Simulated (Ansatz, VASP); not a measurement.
# WS2: VASP beside Ansatz

Wanted: the spread between two codes on one cell, functional and k mesh.

Method: plane waves, with VASP 6.6.1 beside it; single point at LDA, in Ansatz 0.2.0.

## 1. The structure

Symmetry: P-6m2, No. 187, hexagonal system. Conventional cell: a = 3.184 Å, b = 3.184 Å, c = 16.951 Å, α = 90.00°, β = 90.00°, γ = 120.00°. W has 6 S at 2.41 Å nearest. S has 3 W at 2.41 Å nearest. Farther neighbours and most contacts between anions are not listed.

## 2. VASP: single point, LDA

With cell and atoms fixed, the geometry can't cause a difference; cores, projectors, grids and the points listed under the comparison can.

Lines of VASP's logs that name or quote its potential files are left out, and so is its time.

Contents of INCAR:

```
SYSTEM = WS2
PREC = Accurate
ENCUT = 400
EDIFF = 1E-07
NELM = 100
ISMEAR = 0
SIGMA = 0.01
LREAL = .FALSE.
ALGO = Normal
GGA = CA
NBANDS = 15
LASPH = .TRUE.
LORBIT = 11
LWAVE = .FALSE.
LCHARG = .FALSE.
KPAR = 2
```

Contents of POSCAR:

```
WS2
1.0
    3.1835163552      0.0000000000      0.0000000000
   -1.5917581776      2.7570060369      0.0000000000
    0.0000000000      0.0000000000     16.9505778900
W S
1 2
Direct
    0.0000000000      0.0000000000      0.0000000000
    0.3333333333      0.6666666667      0.0920005100
    0.3333333333      0.6666666667      0.9079994900
```

Contents of KPOINTS:

```
Automatic mesh
0
Gamma
8 8 2
0 0 0
```

PAW data sets: W and S (PBE family, release 64).

Command:

```sh
$ mpirun -np 2 vasp_std
```

Numbers of over 12 decimals in the logs are rounded to 6 here.

Log:

```text
[banner, memory and clock lines left out]
running    2 mpi-ranks, on    1 nodes
 distrk:  each k-point on    1 cores,    2 groups
 distr:  one band on    1 cores,    1 groups

 POSCAR found type information on POSCAR W S
 POSCAR found :  2 types and       3 ions
|                                                                             |
|               ----> ADVICE to this user running VASP <----                  |
|                                                                             |
|     You enforced a specific xc type in the INCAR file but a different       |
|     [... a line on the potential file left out ...]
|     I HOPE YOU KNOW WHAT YOU ARE DOING!                                     |
|                                                                             |

 LDA part: xc-table for (Slater(with rela. corr.)+CA(PZ))
 , standard interpolation
 POSCAR, INCAR and KPOINTS ok, starting setup
 FFT: planning ... GRIDC
 FFT: planning ... GRID_SOFT
 FFT: planning ... GRID
 WAVECAR not read
 entering main loop
       N       E                     dE             d eps       ncg     rms          rms(c)
DAV:   1     0.101689045945E+03    0.10169E+03   -0.57697E+03   600   0.738E+02
DAV:   2    -0.169260684669E+02   -0.11862E+03   -0.11099E+03   925   0.178E+02
DAV:   3    -0.274859335305E+02   -0.10560E+02   -0.10451E+02   859   0.603E+01
DAV:   4    -0.276758924629E+02   -0.18996E+00   -0.18963E+00   756   0.960E+00
DAV:   5    -0.276809677209E+02   -0.50753E-02   -0.50743E-02   869   0.146E+00    0.296E+01
DAV:   6    -0.264705677470E+02    0.12104E+01   -0.32836E+00   900   0.129E+01    0.125E+01
DAV:   7    -0.263218525078E+02    0.14872E+00   -0.11001E+00   789   0.830E+00    0.636E+00
DAV:   8    -0.262388603314E+02    0.82992E-01   -0.15711E-01   782   0.350E+00    0.895E-01
DAV:   9    -0.262372900007E+02    0.15703E-02   -0.30083E-02   824   0.119E+00    0.443E-01
DAV:  10    -0.262361452970E+02    0.11447E-02   -0.63650E-03   789   0.559E-01    0.177E-01
DAV:  11    -0.262362175813E+02   -0.72284E-04   -0.50408E-04   782   0.181E-01    0.681E-02
DAV:  12    -0.262363594374E+02   -0.14186E-03   -0.21849E-04   733   0.965E-02    0.465E-02
DAV:  13    -0.262364446260E+02   -0.85189E-04   -0.34106E-05   782   0.350E-02    0.231E-02
DAV:  14    -0.262366089840E+02   -0.16436E-03   -0.46775E-05   670   0.305E-02    0.285E-02
DAV:  15    -0.262366250525E+02   -0.16068E-04   -0.92280E-06   838   0.187E-02    0.534E-03
DAV:  16    -0.262366910618E+02   -0.66009E-04   -0.12018E-05   747   0.121E-02    0.941E-03
DAV:  17    -0.262367039095E+02   -0.12848E-04   -0.44647E-07   838   0.344E-03    0.417E-03
DAV:  18    -0.262367434068E+02   -0.39497E-04   -0.21347E-06   691   0.475E-03    0.155E-03
DAV:  19    -0.262367518753E+02   -0.84685E-05   -0.32227E-07   761   0.194E-03    0.137E-03
DAV:  20    -0.262367593070E+02   -0.74317E-05   -0.54475E-07   654   0.182E-03    0.358E-04
DAV:  21    -0.262367599534E+02   -0.64638E-06   -0.15062E-08   650   0.380E-04    0.238E-04
DAV:  22    -0.262367603569E+02   -0.40355E-06   -0.16046E-08   546   0.283E-04    0.832E-05
DAV:  23    -0.262367603831E+02   -0.26208E-07   -0.11165E-09   629   0.122E-04
   1 F= -.26236760E+02 E0= -.26236760E+02  d E =-.195660E-52
```

Parts of OUTCAR (step 2):

```text
ion  position               nearest neighbor table
   1  0.000  0.000  0.000-   2 2.41   3 2.41   2 2.41   3 2.41   2 2.41   3 2.41
   2  0.333  0.667  0.092-   1 2.41   1 2.41   1 2.41
   3  0.333  0.667  0.908-   1 2.41   1 2.41   1 2.41

  LATTYP: Found a hexagonal cell.
 ALAT       =     3.1835163552
 C/A-ratio  =     5.3244827413

 Subroutine GETGRP returns: Found 12 space group operations
 (whereof 12 operations were pure point group operations)

The static configuration has the point symmetry D_3h.

 Found     20 irreducible k-points:

   k-points           NKPTS =     20   k-points in BZ     NKDIM =     20   number of bands    NBANDS=     15

   dimension x,y,z NGX =    24 NGY =   24 NGZ =  112
   dimension x,y,z NGXF=    48 NGYF=   48 NGZF=  224

   ENCUT  =  400.0 eV  29.40 Ry    5.42 a.u.   5.19  5.19 27.64*2*pi/ulx,y,z

   NELECT =      18.0000    total number of electrons

 k-points in reciprocal lattice and weights: Automatic mesh
   0.00000000  0.00000000  0.00000000       0.008
   0.12500000  0.00000000  0.00000000       0.047
   0.25000000  0.00000000  0.00000000       0.047
   0.37500000  0.00000000  0.00000000       0.047
   0.50000000  0.00000000  0.00000000       0.023
   0.12500000  0.12500000  0.00000000       0.047
   0.25000000  0.12500000  0.00000000       0.094
   0.37500000  0.12500000  0.00000000       0.094
   0.25000000  0.25000000  0.00000000       0.047
[...]
0.25000000  0.25000000  0.50000000       0.047
   0.37500000  0.25000000  0.50000000       0.047

 average (electrostatic) potential at core
       1 -47.0092       2 -93.0580       3 -93.0580

 E-fermi :  -1.7701

 k-point     1 :       0.0000    0.0000    0.0000
  band No.  band energies     occupation
    ...
      5      -4.7536      2.00000
      6      -3.9017      2.00000
      7      -3.4928      2.00000
      8      -3.4928      2.00000
      9      -1.8759      2.00000
     10       1.0519      0.00000
     11       1.0519      0.00000
     12       1.2450      0.00000
     13       1.2450      0.00000
     14       3.1933      0.00000
    ...

 k-point     2 :       0.1250    0.0000    0.0000
  band No.  band energies     occupation
    ...
      5      -4.6716      2.00000
      6      -4.5014      2.00000
      7      -3.8661      2.00000
      8      -3.1664      2.00000
      9      -2.0335      2.00000
     10       0.7193      0.00000
     11       0.8930      0.00000
     12       1.0269      0.00000
     13       1.4950      0.00000
     14       3.8063      0.00000
    ...

 k-point     3 :       0.2500    0.0000    0.0000
  band No.  band energies     occupation
    ...
      5      -5.7061      2.00000
      6      -4.5591      2.00000
      7      -3.8830      2.00000
      8      -3.4266      2.00000
      9      -2.7077      2.00000
     10       0.4785      0.00000
     11       0.7117      0.00000
     12       1.2896      0.00000
     13       2.2728      0.00000
     14       4.6157      0.00000
    ...

  Total       -2.0885137     -2.0885137     -0.9898194      0.0000000      0.0000000     -0.0000000
  in kB      -22.4915096    -22.4915096    -10.6595096      0.0000000      0.0000000     -0.0000000
  external PRESSURE =     -18.5475096 kB  Pullay stress =       0.0000000 kB

  energy-cutoff  :      400.00
  volume of cell :      148.77
      direct lattice vectors                 reciprocal lattice vectors
     3.183516355  0.000000000  0.000000000     0.314118066  0.181356150  0.000000000
    -1.591758178  2.757006037  0.000000000     0.000000000  0.362712300  0.000000000
     0.000000000  0.000000000 16.950577890     0.000000000  0.000000000  0.058995039

 POSITION                                       TOTAL-FORCE (eV/Angst)
 -----------------------------------------------------------------------------------
      0.00000      0.00000      0.00000        -0.000000     -0.000000      0.000000
     -0.00000      1.83800      1.55946        -0.000000      0.000000     -0.310996
     -0.00000      1.83800     15.39112         0.000000      0.000000      0.310996
 -----------------------------------------------------------------------------------
    total drift:                                0.000000     -0.000000     -0.000000

  FREE ENERGIE OF THE ION-ELECTRON SYSTEM (eV)
  ---------------------------------------------------
  free  energy   TOTEN  =       -26.2367603831 eV

  energy  without entropy=      -26.2367603831  energy(sigma->0) =      -26.23676038

 total charge
# of ion       s       p       d       tot
------------------------------------------
    1        0.553   0.695   4.338   5.586
    2        1.348   2.332   0.000   3.680
    3        1.348   2.332   0.000   3.680
--------------------------------------------------
tot          3.249   5.359   4.338  12.946

[... 3 further parts left out ...]
```

The run ends at a pressure of -1.85 GPa, with forces up to 0.31 eV/Å.

## 3. Ansatz: single point, LDA

Ansatz runs on its default PAW (the set named soft_2) files.

The same cell, functional (in two slightly different forms), mesh and smearing now go to Ansatz, which takes its cutoff from its data sets.

Contents of input.yaml:

```yaml
crystal:
  lattice:
    - [3.1835163552, 0.0, 0.0]
    - [-1.5917581776, 2.7570060369, 0.0]
    - [0.0, 0.0, 16.95057789]
  atoms:
    - { symbol: W, position: [0.0, 0.0, 0.0] }
    - { symbol: S, position: [0.3333333333, 0.6666666667, 0.09200051] }
    - { symbol: S, position: [0.3333333333, 0.6666666667, 0.90799949] }
hamiltonian:
  xc: lda
  pseudopotentials: { kind: paw }
kpoints:
  mp_grid: { grid: [8, 8, 2] }
scf:
  occupations: { method: gaussian, width: 0.01 }
  n_extra_bands: 4
output:
  forces: true
  stress: true
  eigenvalues: true
```

Command:

```sh
$ ansatz run input.yaml --threads 2 --pin off --max-ram 4608MiB --backend cpu --events-out ev --progress --plain --runs-dir out
```

Log:

```text
scf.n_extra_bands = 4 over 13 filled bands (N_el = 26.0): the run solves 17 bands
Engine: ansatz 0.2.0, aarch64-unknown-linux-gnu
Pseudopotentials: kind: paw
Pseudopotential: W, paw, valence charge 14, recommended cutoff 420 eV (normal), W.paw.azcp
Pseudopotential: S, paw, valence charge 6, recommended cutoff 420 eV (normal), S.paw.azcp
Functional definition: SPW92
  exchange = slater_x
  correlation = pw_c
Crystal: 3 atoms, lattice volume = 148.775 Å³
Basis set: ecut = 420 eV, 2937 PW (Γ)
Bands: 17, of which v1, the nominal top of the filled ones, is band 13 counted from 1 (12 counted from 0)
Symmetry: 12 space group operations
Space group: P-6m2 (ITA 187), of the structure as read, at distance tolerance 5.3e-5 Å
k-points: 20 of 128 (time reversal used)
Non-local potential: W, projectors of the file, l = 0: 3, l = 1: 2, l = 2: 2, l = 3: 1
Non-local potential: S, projectors of the file, l = 0: 2, l = 1: 2, l = 2: 2
PAW form: soft (Blöchl's): semilocal exchange-correlation on the pseudo side does not see the compensation charge
PAW frozen core: W, regenerated for the run's functional, and the local potential with it (the file was generated under x = pbe(κ = 0.804, μ = 0.219515), c = pbe(β = 0.066725))
PAW frozen core: S, regenerated for the run's functional, and the local potential with it (the file was generated under x = pbe(κ = 0.804, μ = 0.219515), c = pbe(β = 0.066725))
PAW one-centre angular grid: W, 590 points (default); XC on 64 Gauss nodes
PAW one-centre angular grid: S, 110 points (default); XC on 64 Gauss nodes
Initial density: superposition of atomic densities (neutral atoms: chi_scale 0, normalization atom), corrected by the library's trained network
Initial wavefunctions: pseudopotential atomic-orbital guess
Functional: x = slater, c = lda
SCF iter   1: F=—  HF=-11871.560651 eV  |F-HF|=—  |Δ(HF+E_count)|=         —  Δρ=6.62e-3  dr2=1.47e-1  ethr=1.77e-3  ⟨swp⟩=9.8  Hψ=2484  notcnv=0
preconditioner: auto → none  [insulator: Δε(μ)=1.928 eV  Ē_g=8.586 eV  σ=0.010 eV  W_gap=1.00  n_scr=10 (ndim 8)  ℏωp=12.9 eV  f_vac=0.610  D(μ)=0.00/eV (n_scr^D=0)  ε∞_Penn≈3.3]
SCF iter   2: F=—  HF=-11871.621873 eV  |F-HF|=—  |Δ(HF+E_count)|=   6.12e-2  Δρ=9.56e-3  dr2=5.09e-1  ethr=5.65e-4  ⟨swp⟩=3.4  Hψ=874  notcnv=0  recentre
SCF iter   3: F=—  HF=-11871.539957 eV  |F-HF|=—  |Δ(HF+E_count)|=   8.19e-2  Δρ=2.42e-3  dr2=5.03e-3  ethr=5.65e-4  ⟨swp⟩=3.0  Hψ=634  notcnv=0
SCF iter   4: F=—  HF=-11871.541279 eV  |F-HF|=—  |Δ(HF+E_count)|=   1.32e-3  Δρ=4.13e-4  dr2=2.45e-4  ethr=1.93e-5  ⟨swp⟩=2.5  Hψ=711  notcnv=0
SCF iter   5: F=—  HF=-11871.541278 eV  |F-HF|=—  |Δ(HF+E_count)|=   1.54e-6  Δρ=1.06e-4  dr2=1.20e-5  ethr=9.42e-7  ⟨swp⟩=2.1  Hψ=525  notcnv=0
SCF iter   6: F=—  HF=-11871.541228 eV  |F-HF|=—  |Δ(HF+E_count)|=   4.94e-5  Δρ=2.65e-5  dr2=9.44e-7  ethr=4.63e-8  ⟨swp⟩=2.1  Hψ=585  notcnv=0
SCF iter   7: F=-11871.541229 eV  HF=-11871.541229 eV  |F-HF|=1.28e-8  |Δ(HF+E_count)|=   2.46e-7  Δρ=4.89e-6  dr2=2.97e-8  ethr=3.85e-10  ⟨swp⟩=8.4  Hψ=1920  notcnv=0
SCF 1 converged in 7 iterations: F = -11871.541229 eV  dr2 = 2.97e-8
  greatest PAW one-centre occupation: 1.000 electrons in one spin orbital (limit 2), on the W atom at site 0 (counted from 0), in its partial waves of l = 0
SCF converged after 7 iterations
Free energy (F): -11871.541229 eV
Harris-Foulkes:  -11871.541229 eV  (|F-HF|=1.28e-8)
Internal energy: -11871.541229 eV  (E = F + TS)
E sigma→0 (E₀):  -11871.541229 eV
Fermi energy:    1.047346 eV
--- Per-component energies (eV) ---
  E_band       = -471.995200
  E_kinetic    = 666.560777
  E_local      = -12415.462415  (includes V_loc(G=0)·N_el)
  E_nonlocal   = 65.092312
  E_hartree    = 5884.167919
  E_xc         = -458.118807
  E_vxc        = -415.133189  (∫ρ·V_xc dr)
  E_paw        = -9447.259404  (= ΣΔE_a)
  E_vpaw       = -141.384975  (= ΣTr[D̂ρ^β])
  E_aug_tail   = -0.000066  (compensation charges beyond the density's cutoff)
  E_ewald      = 3832.888907
  E_core_change = 0.589548  (= ΣΔE_core)
  E_smearing   = -0.000000  (= −TS)
  E_closure    = 0.000000  (closes the sum)
  Σ components = -11871.541229   (vs F -11871.541229, Δ=0.00e0)
--- Forces (eV/Å), atoms counted from 1 ---
  atom   1  W      0.00000000    -0.00000000     0.00000000
  atom   2  S      0.00000000     0.00000000    -0.40302738
  atom   3  S      0.00000000     0.00000000     0.40302738
  max |Σ_I F_I| component: 9.25e-18 eV/Å
--- Stress (GPa, compression-positive) ---
       -2.439171      -0.000000       0.000000
        0.000000      -2.439171       0.000000
        0.000000       0.000000      -1.354023
  P = ⅓ Tr σ = -2.0775 GPa (-20.775 kbar)
--- Band table (eV; the first three rows and the last of 20) ---
  k-point 0: bands = [... 9 lower, -2.0114, -1.6051, -1.6051, 0.0247, 2.9197, 2.9197, 3.1216, 3.1216]
  k-point 1: bands = [... 9 lower, -2.0114, -1.6051, -1.6051, 0.0247, 2.9197, 2.9197, 3.1216, 3.1216]
  k-point 2: bands = [... 9 lower, -2.6044, -1.9766, -1.2756, -0.1328, 2.5970, 2.7629, 2.9043, 3.3656]
  k-point 19: bands = [... 9 lower, -3.5551, -3.2541, -2.1435, -0.1626, 2.0701, 3.4758, 3.8959, 5.3266]
```

Wall time 2.5 s (2 threads of Arm Neoverse V2, shared host); peak memory 0.34 GiB.

Reading the cycles: dr2 is the Hartree energy of the density residual (eV), the measure of convergence; HF is the Harris–Foulkes estimate of the energy, which meets the free energy F at convergence.

## 4. Differences

Known differences besides the potentials themselves: the two LDA forms differ slightly; the data sets hold 26 valence electrons in Ansatz (default PAW (the set named soft_2) files) and 18 in VASP; the cutoff is 420 eV in Ansatz and 400 eV in VASP; Ansatz makes its cores anew for this functional, VASP keeps those of its PBE data sets; VASP's log shows a relativistic correction to its local exchange, Ansatz's none. Total energies have different zeros and are not compared.

Compared:

| quantity | Ansatz | VASP | difference |
| --- | --- | --- | --- |
| pressure (GPa) | -2.08 | -1.85 | -0.22 |
| gap on the k mesh (eV) | 2.045 | 2.064 | -0.019 |

Forces (eV/Å; atoms numbered as in POSCAR):

| atom | Ansatz x, y, z | VASP x, y, z |
| --- | --- | --- |
| W1 | 0.000, 0.000, 0.000 | 0.000, 0.000, 0.000 |
| S2 | 0.000, 0.000, -0.403 | 0.000, 0.000, -0.311 |
| S3 | 0.000, 0.000, 0.403 | 0.000, 0.000, 0.311 |

The forces differ by 43 meV/Å r.m.s., which is 29.6 % of the r.m.s. force of 0.15 eV/Å (both taken over all components). A gap on the mesh is an upper bound, since the band edges may lie between its points; neither run holds spin-orbit coupling, which can move the band edges of a compound of W.

## 5. Other set-ups

Further runs change the set-up of one program: Ansatz's method, potentials or start, or VASP's data sets, cutoff or form of LDA. The table gives Ansatz less VASP for each quantity, since a change that brings one quantity closer may part another.

| run | r.m.s. force difference (meV/Å) | pressure (GPa) | gap on the k mesh (eV) |
| --- | --- | --- | --- |
| as above | 43 | -0.22 | -0.019 |
| cores kept as stored | 37 | -0.19 | -0.016 |
| Ansatz's larger PAW set (cutoff 880 eV) | 41 | -0.20 | -0.014 |
| norm-conserving potentials (cutoff 952 eV) | 58 | -0.32 | -0.016 |

## 6. Outcome

| Property | Result |
| --- | --- |
| r.m.s. force difference (single point, LDA) | 43 meV/Å |

**Reading.** The r.m.s. force difference is 43 meV/Å (single point, LDA), beyond the 12 meV/Å picked in this series as the mark of a large difference. Single point, LDA, Ansatz's larger PAW set (cutoff 880 eV): the difference in gap on the k mesh goes from -0.019 to -0.014 eV. Single point, LDA, norm-conserving potentials (cutoff 952 eV): r.m.s. force difference goes from 43 to 58 meV/Å; the difference in pressure goes from -0.22 to -0.32 GPa. 1 further run of this series is not shown here. How closely two codes agree says nothing of how well the functional describes the real material.

[Lines on the potential files, build, host, timing and source positions are cut from VASP's logs without a mark.]

[Logs are printed without paths, hosts, clocks, repeated set-up lines and the standing remarks that a program may print on its own settings, such as how far it seeks lower states.]

[Hosts, paths, dates, database ids (printed as entryN), source tags and the programs' standing remarks are cut or masked in the printed files.]
